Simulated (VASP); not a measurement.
Energy against volume of AuAl$_{2}$ (fluorite). Method: optB88-vdW, VASP's PBE PAW potentials (set 64) (plane waves; VASP).

```
V (Å³/atom)  E (eV/atom)
-----------  -----------
17.371          -2.15472
17.925          -2.17364
18.480          -2.17957
19.034          -2.17464
19.589          -2.16062
```

Task: Fit a third-order Birch-Murnaghan equation of state.

Result: 
```yaml
volume_per_atom: 18.49 Å³/atom
bulk_modulus: 104 GPa
pressure_derivative_of_the_bulk_modulus: 4.94
lattice_constant_a: 6.054 Å
```

The compound is AuAl2 in the fluorite structure. It was relaxed first.
